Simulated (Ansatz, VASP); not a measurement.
# Ti3Mo in two plane-wave programs

Aim: how closely do two programs agree when they are given the same cell, functional and k mesh? The two relaxations start from unlike cells of this crystal (the structure described is Ansatz's start), so only their ends are compared.

Calculated with Ansatz 0.2.0; plane waves, with VASP 6.6.1 beside it; relaxation of cell and atoms at PBE.

## 1. The starting structure

It takes space group Pm-3m (No. 221, cubic). The conventional cell has a = 4.120 Å, b = 4.120 Å, c = 4.120 Å, α = 90.00°, β = 90.00°, γ = 90.00°. Nearest to Mo lie 12 Ti at 2.91 Å. Nearest to Ti lie 8 Ti at 2.91 Å and 4 Mo at 2.91 Å. Farther neighbours are not listed.

Structure file:

```cif
data_structure
_symmetry_space_group_name_H-M 'Pm-3m'
_symmetry_Int_Tables_number 221
_cell_length_a 4.1200
_cell_length_b 4.1200
_cell_length_c 4.1200
_cell_angle_alpha 90.000
_cell_angle_beta 90.000
_cell_angle_gamma 90.000
_cell_volume 69.93
loop_
_atom_site_label
_atom_site_type_symbol
_atom_site_symmetry_multiplicity
_atom_site_Wyckoff_symbol
_atom_site_fract_x
_atom_site_fract_y
_atom_site_fract_z
_atom_site_occupancy
Mo1 Mo 1 a 0.00000 0.00000 0.00000 1
Ti1 Ti 3 c 0.50000 0.50000 0.00000 1
```

## 2. Ansatz: relaxation of cell and atoms, PBE

Ansatz runs on its PAW soft_1 files.

The relaxed volume is the usual yardstick between codes: in a stiff, nearly cubic crystal its relative difference is about their pressure difference at one cell divided by the bulk modulus.

The input, input.yaml:

```yaml
crystal:
  lattice:
    - [4.12, 0.0, 0.0]
    - [0.0, 4.12, 0.0]
    - [0.0, 0.0, 4.12]
  atoms:
    - { symbol: Mo, position: [0.0, 0.0, 0.0] }
    - { symbol: Ti, position: [0.5, 0.5, 0.0] }
    - { symbol: Ti, position: [0.5, 0.0, 0.5] }
    - { symbol: Ti, position: [0.0, 0.5, 0.5] }
kpoints:
  mp_grid: { grid: [7, 7, 7] }
scf:
  occupations: { method: fermi_dirac, width: 0.05 }
hamiltonian:
  xc: pbe
  pseudopotentials: { kind: paw, azcp: { folder: soft_1 } }
relax:
  f_tol: 0.015
  max_steps: 70
  cell: {}
output:
  forces: true
  stress: true
```

On the command line:

```console
> ansatz run input.yaml --threads 4 --pin off --max-ram 10240MiB --backend cpu --events-out ev --progress --plain --runs-dir out
```

Numbers of over 12 decimals in the logs are rounded to 6 here.

Log:

```text
Engine: ansatz 0.2.0, x86_64-unknown-linux-gnu
Pseudopotentials: kind: paw
Pseudopotential: Mo, paw, valence charge 14, recommended cutoff 420 eV (normal), soft_1/Mo.paw.azcp
Pseudopotential: Ti, paw, valence charge 12, recommended cutoff 420 eV (normal), soft_1/Ti.paw.azcp
Functional definition: PBE
  parameter kappa = 0.804
  parameter beta = 0.066725
  exchange = pbe_x(kappa = kappa, mu = beta*pi^2/3)
  correlation = pbe_c(beta = beta)
Crystal: 4 atoms, lattice volume = 69.935 Å³
Basis set: ecut = 420 eV, 1357 PW (Γ), exchange–correlation on 60×60×60 points (8 copies of the dense FFT grid, shifted against one another)
Bands: 30, of which v1, the nominal top of the filled ones, is band 25 counted from 1 (24 counted from 0)
Symmetry: 48 space group operations
Space group: Pm-3m (ITA 221), of the structure as read, at distance tolerance 4.1e-5 Å
k-points: 20 of 343
Non-local potential: Mo, projectors of the file, l = 0: 3, l = 1: 2, l = 2: 2, l = 3: 1
Non-local potential: Ti, projectors of the file, l = 0: 3, l = 1: 2, l = 2: 3, l = 3: 1
PAW form: soft (Blöchl's): semilocal exchange-correlation on the pseudo side does not see the compensation charge
PAW one-centre angular grid: Mo, 590 points (default); XC on 64 Gauss nodes
PAW one-centre angular grid: Ti, 590 points (default); XC on 64 Gauss nodes
Initial density: superposition of atomic densities (chi_scale 0.1, normalization cell, long waves kept (reshape's long-wave potential 0.00 eV rms))
Initial wavefunctions: pseudopotential atomic-orbital guess
Functional: x = pbe(κ = 0.804, μ = 0.219515), c = pbe(β = 0.066725)
SCF iter   1: F=—  HF=-12461.933273 eV  |F-HF|=—  |Δ(HF+E_count)|=         —  Δρ=1.72e-1  dr2=5.30e1  ethr=3.10e-3  ⟨swp⟩=3.7  Hψ=1939  notcnv=0
preconditioner: auto → Kerker (q_TF=auto, 2.580 Å⁻¹)  [metal: Δε(μ)=0.045 eV  Ē_g=2.585 eV  σ=0.050 eV  W_gap=0.22  n_scr=18 (ndim 8)  ℏωp=18.8 eV  f_vac=0.000  D(μ)=5.73/eV (n_scr^D=80)]
SCF iter   2: F=—  HF=-12454.979604 eV  |F-HF|=—  |Δ(HF+E_count)|=    6.95e0  Δρ=4.68e-2  dr2=2.57e0  ethr=3.10e-3  ⟨swp⟩=3.5  Hψ=1646  notcnv=0
SCF iter   3: F=—  HF=-12454.621838 eV  |F-HF|=—  |Δ(HF+E_count)|=   3.58e-1  Δρ=1.98e-2  dr2=3.49e-1  ethr=3.10e-3  ⟨swp⟩=3.0  Hψ=944  notcnv=0
SCF iter   4: F=—  HF=-12454.625193 eV  |F-HF|=—  |Δ(HF+E_count)|=   3.36e-3  Δρ=9.78e-3  dr2=1.04e-1  ethr=6.99e-4  ⟨swp⟩=2.2  Hψ=992  notcnv=0
SCF iter   5: F=—  HF=-12454.611355 eV  |F-HF|=—  |Δ(HF+E_count)|=   1.38e-2  Δρ=2.69e-3  dr2=6.97e-3  ethr=2.08e-4  ⟨swp⟩=2.1  Hψ=827  notcnv=0
SCF iter   6: F=—  HF=-12454.610704 eV  |F-HF|=—  |Δ(HF+E_count)|=   6.51e-4  Δρ=3.82e-4  dr2=8.59e-5  ethr=1.39e-5  ⟨swp⟩=2.0  Hψ=751  notcnv=0
SCF iter   7: F=—  HF=-12454.610586 eV  |F-HF|=—  |Δ(HF+E_count)|=   1.18e-4  Δρ=1.05e-4  dr2=1.26e-5  ethr=1.72e-7  ⟨swp⟩=2.4  Hψ=852  notcnv=0
SCF iter   8: F=—  HF=-12454.610585 eV  |F-HF|=—  |Δ(HF+E_count)|=   1.22e-6  Δρ=1.23e-5  dr2=1.58e-7  ethr=2.51e-8  ⟨swp⟩=2.0  Hψ=742  notcnv=0
SCF iter   9: F=-12454.610585 eV  HF=-12454.610585 eV  |F-HF|=2.72e-9  |Δ(HF+E_count)|=   1.00e-8  Δρ=2.39e-6  dr2=5.01e-9  ethr=2.00e-10  ⟨swp⟩=4.0  Hψ=1796  notcnv=0
SCF 1 converged in 9 iterations: F = -12454.610585 eV  dr2 = 5.01e-9
  greatest PAW one-centre occupation: 0.999 electrons in one spin orbital (limit 2), on the Mo atom at site 0 (counted from 0), in its partial waves of l = 0
relax step   1: F+E_penalty+E_count = -12454.61058489 eV  Δ(F+E_penalty+E_count) = +0.000e0 eV  max|allowed force component| = 1.913e-28 eV/Å  Δτ_max = 0.0000 Å  P = -5.523 GPa  Ω = 69.935 Å³  (9 SCF iters, dr2 threshold 1.00e-7 eV, accepted)
[...]
relax step   2: F+E_penalty+E_count = -12454.49278555 eV  Δ(F+E_penalty+E_count) = +1.178e-1 eV  max|allowed force component| = 1.219e-28 eV/Å  Δτ_max = 0.0000 Å  P = +11.956 GPa  Ω = 62.038 Å³  energy of the carried Pulay correction = +1.943e-3 eV  (7 SCF iters, dr2 threshold 4.00e-7 eV, rejected (line search))
[...]
relax step   3: F+E_penalty+E_count = -12454.66399217 eV  Δ(F+E_penalty+E_count) = -5.341e-2 eV  max|allowed force component| = 6.870e-30 eV/Å  Δτ_max = 0.0000 Å  P = -0.574 GPa  Ω = 67.231 Å³  energy of the carried Pulay correction = +6.401e-4 eV  (9 SCF iters, accepted)
[...]
relax step   4: F+E_penalty+E_count = -12454.66457172 eV  Δ(F+E_penalty+E_count) = -5.795e-4 eV  max|allowed force component| = 6.738e-29 eV/Å  Δτ_max = 0.0000 Å  P = +0.035 GPa  Ω = 66.931 Å³  energy of the carried Pulay correction = +7.127e-4 eV  (6 SCF iters, dr2 threshold 4.00e-7 eV, accepted)
[...]
relax step   5: F+E_penalty+E_count = -12454.66374666 eV  Δ(F+E_penalty+E_count) = +8.251e-4 eV  max|allowed force component| = 1.006e-28 eV/Å  Δτ_max = 0.0000 Å  P = +0.046 GPa  Ω = 66.931 Å³  stress off target by 4.60e-2 GPa  SCF on the basis re-selected at this cell (its energy is not comparable with the rows above)  (6 SCF iters)
basis re-selected at this cell: Δ(F+E_penalty+E_count) = +8.251e-4 eV, ΔP = +0.011 GPa vs the last step (what re-selecting the basis moved, of the pressure what is left beyond the Pulay correction that the steps carried, after the strain that the cell walked since its last selection, with what the two solves' SCF thresholds leave and, on support functions, any second-order correction that the steps lacked; it is no m [...]
SCF converged after 6 iterations
Free energy (F): -12454.663747 eV
Harris-Foulkes:  -12454.663747 eV  (|F-HF|=5.46e-12)
Internal energy: -12454.605300 eV  (E = F + TS)
E sigma→0 (E₀):  -12454.634523 eV
Entropy (-TS):   -0.058447 eV (-14.612 meV/atom)
Fermi energy:    15.133630 eV
--- Per-component energies (eV) ---
  E_band       = -535.969456
  E_kinetic    = 1265.848775
  E_local      = -3394.609066  (includes V_loc(G=0)·N_el)
  E_nonlocal   = 331.043641
  E_hartree    = 1299.778156
  E_xc         = -524.572819
  E_vxc        = -655.912425  (∫ρ·V_xc dr)
  E_paw        = -6338.662359  (= ΣΔE_a)
  E_vpaw       = -681.896503  (= ΣTr[D̂ρ^β])
  E_aug_tail   = -0.000183  (compensation charges beyond the density's cutoff)
  E_ewald      = -5093.431444
  E_smearing   = -0.058447  (= −TS)
  E_closure    = 0.000000  (closes the sum)
  Σ components = -12454.663747   (vs F -12454.663747, Δ=0.00e0)
--- Forces (eV/Å), atoms counted from 1 ---
  atom   1  Mo     0.00000000     0.00000000    -0.00000000
  atom   2  Ti    -0.00000000     0.00000000     0.00000000
  atom   3  Ti     0.00000000     0.00000000     0.00000000
  atom   4  Ti     0.00000000     0.00000000     0.00000000
  max |Σ_I F_I| component: 1.02e-28 eV/Å
--- Stress (GPa, compression-positive) ---
        0.045963       0.000000       0.000000
        0.000000       0.045963      -0.000000
        0.000000      -0.000000       0.045963
  P = ⅓ Tr σ = 0.0460 GPa (0.460 kbar)
--- Relaxed structure (4 steps of the walk, 3 accepted, 1 SCFs on fresh bases) ---
  F+E_penalty+E_count = -12454.66374666 eV   max|allowed force component| = 1.006e-28 eV/Å   (the final SCF, on the basis selected at the relaxed cell)
  cell:  # Å, volume = 66.9306 Å³
    - [4.060146, 0, 0]
    - [0, 4.060146, 0]
    - [0, 0, 4.060146]
  atoms:
    - { symbol: Mo, position: [0, 0, 0] }
    - { symbol: Ti, position: [0.500000, 0.500000, 0] }
    - { symbol: Ti, position: [0.500000, 0, 0.500000] }
    - { symbol: Ti, position: [0, 0.500000, 0.500000] }
```

## 3. VASP: relaxation of cell and atoms, PBE

Its own start cell and the same functional, mesh and smearing now go to VASP, with its own data sets.

Lines of VASP's logs that name or quote its potential files are left out, and so is its time.

The input, INCAR:

```
SYSTEM = Ti3Mo
PREC = Accurate
ENCUT = 500
EDIFF = 1E-07
NELM = 120
ISMEAR = -1
SIGMA = 0.05
LREAL = .FALSE.
ALGO = Normal
GGA = PE
NBANDS = 31
LASPH = .TRUE.
LORBIT = 11
LWAVE = .FALSE.
LCHARG = .FALSE.
ISIF = 3
IBRION = 2
NSW = 80
EDIFFG = -0.005
GGA_COMPAT = .FALSE.
NELMIN = 4
```

The input, POSCAR:

```
Ti3Mo
1.0
    4.0598323528      0.0000000000      0.0000000000
    0.0000000000      4.0598323528      0.0000000000
    0.0000000000      0.0000000000      4.0598323528
Mo Ti
1 3
Direct
    0.0000000000      0.0000000000      0.0000000000
    0.5000000000      0.5000000000      0.0000000000
    0.5000000000      0.0000000000      0.5000000000
    0.0000000000      0.5000000000      0.5000000000
```

The input, KPOINTS:

```
Automatic mesh
0
Gamma
7 7 7
0 0 0
```

Potentials, in the order of the species: Mo_sv and Ti_sv (PBE family, release 64).

On the command line:

```console
> mpirun -np 1 vasp_std
```

Log:

```text
[banner, memory and clock lines left out]
running    1 mpi-ranks, on    1 nodes
 distrk:  each k-point on    1 cores,    1 groups
 distr:  one band on    1 cores,    1 groups

 POSCAR found type information on POSCAR MoTi
 POSCAR found :  2 types and       4 ions
 LDA part: xc-table for (Slater+PW92), standard interpolation
 POSCAR, INCAR and KPOINTS ok, starting setup
 FFT: planning ... GRIDC
 FFT: planning ... GRID_SOFT
 FFT: planning ... GRID
 WAVECAR not read
 entering main loop
       N       E                     dE             d eps       ncg     rms          rms(c)
DAV:   1     0.682303930442E+03    0.68230E+03   -0.25195E+04  1240   0.192E+03
DAV:   2     0.395555987236E+02   -0.64275E+03   -0.62983E+03  1268   0.593E+02
DAV:   3    -0.314592518881E+02   -0.71015E+02   -0.68856E+02  2132   0.171E+02
DAV:   4    -0.377793131425E+02   -0.63201E+01   -0.62280E+01  1809   0.458E+01
DAV:   5    -0.380379927529E+02   -0.25868E+00   -0.25853E+00  1914   0.851E+00    0.179E+01
DAV:   6    -0.363248581277E+02    0.17131E+01   -0.39514E+01  1688   0.403E+01    0.123E+01
DAV:   7    -0.342239263649E+02    0.21009E+01   -0.17011E+01  1748   0.224E+01    0.468E+00
DAV:   8    -0.340308349303E+02    0.19309E+00   -0.24385E+00  1662   0.904E+00    0.231E+00
DAV:   9    -0.340636454662E+02   -0.32811E-01   -0.47941E-01  1777   0.433E+00    0.122E+00
DAV:  10    -0.340493067820E+02    0.14339E-01   -0.87184E-02  1610   0.150E+00    0.227E-01
DAV:  11    -0.340503440165E+02   -0.10372E-02   -0.64269E-03  1682   0.458E-01    0.140E-01
DAV:  12    -0.340501777812E+02    0.16624E-03   -0.10176E-03  1695   0.205E-01    0.587E-02
DAV:  13    -0.340501179808E+02    0.59800E-04   -0.17743E-04  1873   0.877E-02    0.202E-02
DAV:  14    -0.340501196691E+02   -0.16883E-05   -0.30955E-05  1803   0.321E-02    0.148E-02
DAV:  15    -0.340501203397E+02   -0.67057E-06   -0.62925E-06  1539   0.200E-02    0.193E-03
DAV:  16    -0.340501203627E+02   -0.23074E-07   -0.30251E-07  1219   0.294E-03
   1 F= -.34050120E+02 E0= -.34020849E+02  d E =-.340501E+02
 curvature:   0.00 expect dE= 0.000E+00 dE for cont linesearch  0.000E+00
 trial: gam= 0.00000 g(F)=  0.000E+00 g(S)=  0.320E-04 ort = 0.000E+00 (trialstep = 0.100E+01)
 search vector abs. value=  0.320E-04
 bond charge predicted
       N       E                     dE             d eps       ncg     rms          rms(c)
DAV:   1    -0.340508552022E+02   -0.73486E-03   -0.19442E-02  1558   0.142E+00    0.230E-01
DAV:   2    -0.340501698686E+02    0.68533E-03   -0.35226E-03  1688   0.487E-01    0.824E-02
DAV:   3    -0.340501608618E+02    0.90067E-05   -0.92467E-04  1794   0.185E-01    0.610E-02
DAV:   4    -0.340501074726E+02    0.53389E-04   -0.61355E-04  1782   0.118E-01    0.319E-02
DAV:   5    -0.340501128552E+02   -0.53827E-05   -0.61126E-05  1618   0.335E-02    0.965E-03
DAV:   6    -0.340501227302E+02   -0.98750E-05   -0.26867E-05  1637   0.196E-02    0.857E-03
DAV:   7    -0.340501246892E+02   -0.19590E-05   -0.23755E-06  1552   0.859E-03    0.164E-03
DAV:   8    -0.340501248402E+02   -0.15095E-06   -0.27055E-07  1237   0.214E-03    0.186E-03
DAV:   9    -0.340501251384E+02   -0.29819E-06   -0.18136E-07  1248   0.299E-03    0.639E-04
DAV:  10    -0.340501251238E+02    0.14625E-07   -0.17299E-08   914   0.890E-04
   2 F= -.34050125E+02 E0= -.34020891E+02  d E =-.476100E-05
 trial-energy change:   -0.000005  1 .order   -0.000002   -0.000032    0.000029
 step:   0.6011(harm=  0.5256)  dis= 0.00000  next Energy=   -34.050131 (dE=-0.103E-04)
 bond charge predicted
       N       E                     dE             d eps       ncg     rms          rms(c)
DAV:   1    -0.340502476122E+02   -0.12247E-03   -0.30876E-03  1544   0.566E-01    0.914E-02
DAV:   2    -0.340501433429E+02    0.10427E-03   -0.56047E-04  1632   0.194E-01    0.327E-02
DAV:   3    -0.340501403278E+02    0.30151E-05   -0.14448E-04  1774   0.737E-02    0.241E-02
DAV:   4    -0.340501318215E+02    0.85064E-05   -0.95718E-05  1789   0.465E-02    0.127E-02
DAV:   5    -0.340501312056E+02    0.61586E-06   -0.96964E-06  1431   0.134E-02    0.378E-03
DAV:   6    -0.340501315831E+02   -0.37752E-06   -0.42487E-06  1494   0.812E-03    0.348E-03
DAV:   7    -0.340501314575E+02    0.12566E-06   -0.33974E-07  1184   0.357E-03    0.809E-04
DAV:   8    -0.340501314131E+02    0.44308E-07   -0.46991E-08   846   0.152E-03
   3 F= -.34050131E+02 E0= -.34020883E+02  d E =-.110504E-04
 curvature:  -0.26 expect dE=-0.100E-06 dE for cont linesearch -0.100E-06
 trial: gam= 0.00000 g(F)=  0.823E-66 g(S)=  0.392E-06 ort =-0.354E-05 (trialstep = 0.920E+00)
 search vector abs. value=  0.392E-06
 reached required accuracy - stopping structural energy minimisation
```

OUTCAR, selected parts (step 3):

```text
ion  position               nearest neighbor table
   1  0.000  0.000  0.000-   2 2.87   3 2.87   4 2.87   3 2.87   4 2.87   2 2.87   4 2.87   4 2.87
                             2 2.87   3 2.87   3 2.87   2 2.87
   2  0.500  0.500  0.000-   1 2.87   3 2.87   4 2.87   3 2.87   4 2.87   1 2.87   3 2.87   3 2.87
                             1 2.87   4 2.87   4 2.87   1 2.87
   3  0.500  0.000  0.500-   1 2.87   2 2.87   4 2.87   1 2.87   2 2.87   2 2.87   4 2.87   2 2.87
                             1 2.87   4 2.87   1 2.87   4 2.87
   4  0.000  0.500  0.500-   1 2.87   2 2.87   3 2.87   1 2.87   2 2.87   1 2.87   3 2.87   1 2.87
                             2 2.87   3 2.87   2 2.87   3 2.87

  LATTYP: Found a simple cubic cell.
 ALAT       =     4.0598323528

 Subroutine GETGRP returns: Found 48 space group operations
 (whereof 48 operations were pure point group operations)

The static configuration has the point symmetry O_h .

 Found     20 irreducible k-points:

   k-points           NKPTS =     20   k-points in BZ     NKDIM =     20   number of bands    NBANDS=     31

   dimension x,y,z NGX =    30 NGY =   30 NGZ =   30
   dimension x,y,z NGXF=    60 NGYF=   60 NGZF=   60

   ENCUT  =  500.0 eV  36.75 Ry    6.06 a.u.   7.40  7.40  7.40*2*pi/ulx,y,z

   NELECT =      50.0000    total number of electrons

 k-points in reciprocal lattice and weights: Automatic mesh
   0.00000000  0.00000000  0.00000000       0.003
   0.14285714  0.00000000  0.00000000       0.017
   0.28571429  0.00000000  0.00000000       0.017
   0.42857143  0.00000000  0.00000000       0.017
   0.14285714  0.14285714  0.00000000       0.035
   0.28571429  0.14285714  0.00000000       0.070
   0.42857143  0.14285714  0.00000000       0.070
   0.28571429  0.28571429  0.00000000       0.035
   0.42857143  0.28571429  0.00000000       0.070
[...]
0.42857143  0.42857143  0.28571429       0.070
   0.42857143  0.42857143  0.42857143       0.023

 average (electrostatic) potential at core
       1 -71.8835       2 -71.3836       3 -71.3836       4 -71.3836

 E-fermi :   9.3043

 k-point     1 :       0.0000    0.0000    0.0000
  band No.  band energies     occupation
    ...
     19       5.7619      2.00000
     20       6.4986      2.00000
     21       6.7893      2.00000
     22       6.7893      2.00000
     23       6.7893      2.00000
     24       9.8317      0.00005
     25       9.8317      0.00005
     26       9.8317      0.00005
     27      11.7012      0.00000
     28      11.7012      0.00000
    ...

 k-point     2 :       0.1429    0.0000    0.0000
  band No.  band energies     occupation
    ...
     19       5.9148      2.00000
     20       6.6245      2.00000
     21       6.8938      2.00000
     22       6.9234      2.00000
     23       6.9234      2.00000
     24       9.6484      0.00205
     25       9.9320      0.00001
     26       9.9320      0.00001
     27      11.4075      0.00000
     28      11.4075      0.00000
    ...

 k-point     3 :       0.2857    0.0000    0.0000
  band No.  band energies     occupation
    ...
     20       7.0101      2.00000
     21       7.1879      2.00000
     22       7.3131      2.00000
     23       7.3131      2.00000
     24       9.1841      1.83426
     25      10.0078      0.00000
     26      10.0078      0.00000
     27      10.4168      0.00000
     28      10.4168      0.00000
     29      10.6550      0.00000
    ...

  Total        0.0032898      0.0032898      0.0032898      0.0000000      0.0000000      0.0000000
  in kB        0.0788202      0.0788202      0.0788202      0.0000000      0.0000000      0.0000000
  external PRESSURE =       0.0788202 kB  Pullay stress =       0.0000000 kB

  energy-cutoff  :      500.00
  volume of cell :       66.87
      direct lattice vectors                 reciprocal lattice vectors
     4.058956395  0.000000000  0.000000000     0.246368747 -0.000000000  0.000000000
     0.000000000  4.058956395  0.000000000    -0.000000000  0.246368747  0.000000000
    -0.000000000 -0.000000000  4.058956395    -0.000000000 -0.000000000  0.246368747

 POSITION                                       TOTAL-FORCE (eV/Angst)
 -----------------------------------------------------------------------------------
      0.00000      0.00000      0.00000         0.000000      0.000000      0.000000
      2.02948      2.02948      0.00000         0.000000      0.000000      0.000000
      2.02948     -0.00000      2.02948        -0.000000     -0.000000      0.000000
     -0.00000      2.02948      2.02948        -0.000000     -0.000000      0.000000
 -----------------------------------------------------------------------------------
    total drift:                                0.000000      0.000000     -0.000000

  FREE ENERGIE OF THE ION-ELECTRON SYSTEM (eV)
  ---------------------------------------------------
  free  energy   TOTEN  =       -34.0501314131 eV

  energy  without entropy=      -33.9916336888  energy(sigma->0) =      -34.02088255

 reached required accuracy - stopping structural energy minimisation

 total charge
# of ion       s       p       d       tot
------------------------------------------
    1        2.381   6.118   3.944  12.444
    2        2.248   6.140   1.897  10.285
    3        2.248   6.140   1.897  10.285
    4        2.248   6.140   1.897  10.285
--------------------------------------------------
tot          9.124  24.539   9.635  43.298

[... 3 further parts left out ...]
```

CONTCAR:

```
Ti3Mo
   1.00000000000000
     4.0589563947442366    0.0000000000000000    0.0000000000000000
     0.0000000000000000    4.0589563947442366    0.0000000000000000
    -0.0000000000000000   -0.0000000000000000    4.0589563947442366
  Mo              Ti
     1     3
Direct
     0.0000000000000000    0.0000000000000000    0.0000000000000000
     0.5000000000000000    0.5000000000000000    0.0000000000000000
     0.5000000000000000    0.0000000000000000    0.5000000000000000
     0.0000000000000000    0.5000000000000000    0.5000000000000000
```

## 4. Comparison

Known differences besides the potentials themselves: the cutoff is 420 eV in Ansatz and 500 eV in VASP; Ansatz adds a Pulay correction to the stress that steers its cell, VASP none. Total energies have different zeros and are not compared.

The two programs side by side:

| quantity | Ansatz | VASP | difference |
| --- | --- | --- | --- |
| volume (Å³) | 66.93 | 66.87 | +0.09 % |
| edge a after relaxation, in the typed setting (Å) | 4.060 | 4.059 | +0.03 % |

## 5. What came out

```json
{"difference in volume (relaxation of cell and atoms, PBE)": "0.088 %"}
```

In words: The difference in volume is 0.088 % (relaxation of cell and atoms, PBE), within the 1.2 % picked in this series as the mark of a large difference, as far as the stopping tolerances let one tell. How closely two codes agree says nothing of how well the functional describes the real material.

[Lines on the potential files, build, host, timing and source positions are cut from VASP's logs without a mark.]

[Logs are printed without paths, hosts, clocks, repeated set-up lines and the standing remarks that a program may print on its own settings, such as how far it seeks lower states.]

[Hosts, paths, dates, database ids (printed as entryN), source tags and the programs' standing remarks are cut or masked in the printed files.]
